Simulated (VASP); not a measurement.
These are PBEsol GGA, VASP's PBE PAW potentials (set 64) (plane waves; VASP) values and carry that method's errors.

Input for VASP

INCAR:
```
SYSTEM = InSe
PREC = Accurate; ENCUT = 300; LREAL = F
LASPH = T
EDIFF = 1E-6; NELM = 100; ALGO = Normal
LMAXMIX = 4
ISMEAR = -1; SIGMA = 0.05
GGA = PS
ISIF = 2
LWAVE = F; LCHARG = F
```

File POSCAR:
```
InSe
16.880
  0.1184834123   0.0684064573   0.5000000000
 -0.1184834123   0.0684064573   0.5000000000
  0.0000000000  -0.1368128555   0.5000000000
Se In
2 2
Cartesian
  0.0000000000   0.0000000365   0.9247500000
  0.0000000000   0.0000000491   1.2421500000
  0.0000000000   0.0000000000   0.0000000000
  0.0000000000   0.0000000066   0.1671000000
```

**KPOINTS**
```
kpoints
0
Gamma
6 6 6
0 0 0
```

POTCAR, in this order: Se In_d (PBE.64 set). Program: vasp_std.

The run wrote:

File OUTCAR:
```
 ion  position               nearest neighbor table
   1  0.617  0.617  0.617-   3 2.64   3 2.64   3 2.64
   2  0.828  0.828  0.828-   4 2.63   4 2.63   4 2.63
   3  0.000  0.000  0.000-   1 2.64   1 2.64   1 2.64   4 2.82
   4  0.111  0.111  0.111-   2 2.63   2 2.63   2 2.63   3 2.82
  LATTYP: Found a trigonal (rhomboedric) cell.
 ALAT       =     8.7502533906
 COS(alpha) =     0.8955162373
 Subroutine PRICEL returns:
 Original cell was already a primitive cell.
 Subroutine GETGRP returns: Found  6 space group operations
The static configuration has the point symmetry C_3v.
The dynamic configuration has the point symmetry C_3v.
 Subroutine INISYM returns: Found  6 space group operations
 Subroutine IBZKPT returns following result:
 Found     32 irreducible k-points:

 Following reciprocal coordinates:
            Coordinates               Weight
  0.000000  0.000000  0.000000      1.000000
  0.166667  0.000000  0.000000      6.000000
  0.333333  0.000000  0.000000      6.000000
  0.500000  0.000000  0.000000      3.000000
  0.166667  0.166667  0.000000      6.000000
  0.333333  0.166667  0.000000     12.000000
...
```

OSZICAR:
```
       N       E                     dE             d eps       ncg     rms          rms(c)
DAV:   1     0.274470897155E+03    0.27447E+03   -0.13086E+04  1472   0.123E+03
DAV:   2     0.112655292317E+02   -0.26321E+03   -0.25941E+03  1563   0.349E+02
DAV:   3    -0.152042934134E+02   -0.26470E+02   -0.26243E+02  1858   0.128E+02
DAV:   4    -0.160040077297E+02   -0.79971E+00   -0.79912E+00  1704   0.257E+01
DAV:   5    -0.160428685990E+02   -0.38861E-01   -0.38858E-01  2396   0.460E+00    0.653E+00
DAV:   6    -0.156170900032E+02    0.42578E+00   -0.10114E+00  2005   0.173E+01    0.393E+00
DAV:   7    -0.155847864233E+02    0.32304E-01   -0.34824E-01  2135   0.488E+00    0.115E+00
DAV:   8    -0.155811857998E+02    0.36006E-02   -0.31127E-02  2295   0.211E+00    0.566E-01
DAV:   9    -0.155813406556E+02   -0.15486E-03   -0.43434E-03  1785   0.454E-01    0.139E-01
DAV:  10    -0.155813368222E+02    0.38334E-05   -0.31624E-04  2300   0.155E-01    0.650E-02
DAV:  11    -0.155813985818E+02   -0.61760E-04   -0.14185E-04  1819   0.114E-01    0.191E-02
DAV:  12    -0.155813940526E+02    0.45292E-05   -0.14762E-05  2039   0.475E-02    0.110E-02
DAV:  13    -0.155813962550E+02   -0.22024E-05   -0.52755E-06  1456   0.177E-02    0.534E-03
DAV:  14    -0.155813964590E+02   -0.20399E-06   -0.15741E-06  1275   0.191E-02
   1 F= -.15581396E+02 E0= -.15581319E+02  d E =-.154100E-03
```

OUTCAR:
```
------------------------ aborting loop because EDIFF is reached ----------------------------------------
  FORCE on cell =-STRESS in cart. coord.  units (eV):
  Direction    XX          YY          ZZ          XY          YZ          ZX
  --------------------------------------------------------------------------------------
  Total        0.2745937      0.2745938     -0.4967518      0.0000000     -0.0000000      0.0000000
  in kB        3.7619075      3.7619083     -6.8054513      0.0000000     -0.0000003      0.0000000
  external PRESSURE =       0.2394548 kB  Pullay stress =       0.0000000 kB
  volume of cell :      116.95
      direct lattice vectors                 reciprocal lattice vectors
     2.000000000  1.154701000  8.440000000     0.250000000  0.144337551  0.039494465
    -2.000000000  1.154701000  8.440000000    -0.250000000  0.144337551  0.039494465
     0.000000000 -2.309401000  8.440000000     0.000000000 -0.288675103  0.039494482
 POSITION                                       TOTAL-FORCE (eV/Angst)
 -----------------------------------------------------------------------------------
      0.00000      0.00000     15.60978         0.000000     -0.000000     -0.087727
      0.00000      0.00000     20.96749         0.000000      0.000000      0.105260
      0.00000      0.00000      0.00000         0.000000      0.000000      0.301469
      0.00000      0.00000      2.82065         0.000000     -0.000000     -0.319001
 -----------------------------------------------------------------------------------
    total drift:                                0.000000     -0.000005      0.000960
  FREE ENERGIE OF THE ION-ELECTRON SYSTEM (eV)
  ---------------------------------------------------
  free  energy   TOTEN  =       -15.5813964590 eV

  energy  without entropy=      -15.5812423595  energy(sigma->0) =      -15.58131941
```
(Selected blocks of OUTCAR.)

**OUTCAR**
```
 val. band max:        3.9759307502   @ k =   0.5000   0.5000   0.5000

 cond. band min:       4.3041807264   @ k =   0.5000   0.5000   0.5000


 Fermi energy:         4.1417246078

 k-point     1 :       0.0000    0.0000    0.0000
  band No.  band energies     occupation
      1     -10.7227      2.00000
      2     -10.5485      2.00000
      3     -10.5485      2.00000
      4     -10.4750      2.00000
      5     -10.4750      2.00000
      6     -10.4510      2.00000
      7     -10.4510      2.00000
      8     -10.2935      2.00000
      9     -10.2830      2.00000
     10     -10.2830      2.00000
     11      -9.6075      2.00000
     12      -9.1956      2.00000
     13      -2.3587      2.00000
     14       0.5022      2.00000
     15       2.4244      2.00000
     16       2.6660      2.00000
     17       2.6660      2.00000
     18       2.7592      2.00000
     19       2.7592      2.00000
     20       5.5961      0.00000
     21       5.9625      0.00000
     22       8.3276      0.00000
     23       8.3276      0.00000

 k-point     2 :       0.1667    0.0000    0.0000
  band No.  band energies     occupation
      1     -10.7440      2.00000
      2     -10.6332      2.00000
      3     -10.5937      2.00000
      4     -10.5427      2.00000
      5     -10.4583      2.00000
      6     -10.4551      2.00000
      7     -10.4380      2.00000
      8     -10.3269      2.00000
      9     -10.2851      2.00000
     10     -10.2060      2.00000
     11      -9.2980      2.00000
     12      -8.9396      2.00000
     13      -2.1710      2.00000
     14       0.0068      2.00000
     15       1.2179      2.00000
     16       2.1108      2.00000
     17       2.3397      2.00000
     18       2.4748      2.00000
     19       2.9079      2.00000
     20       6.0592      0.00000
     21       6.6421      0.00000
     22       7.6335      0.00000
     23       8.4356      0.00000

 k-point     3 :       0.3333    0.0000    0.0000
...
```

At this cut-off the stress carries a Pulay error, which pulls relaxed volumes low. Unless said otherwise, spin-orbit coupling is left out, though it shifts the bands of the heavy elements here.

The structure comes from a measured InSe entry of the Crystallography Open Database, whose conditions weren't checked. The cell was not relaxed at this level. The run is one of a series of settings (GGA = PS, POTCAR Se In_d (PBE.64 set) against the base run), some of them coarse on purpose.
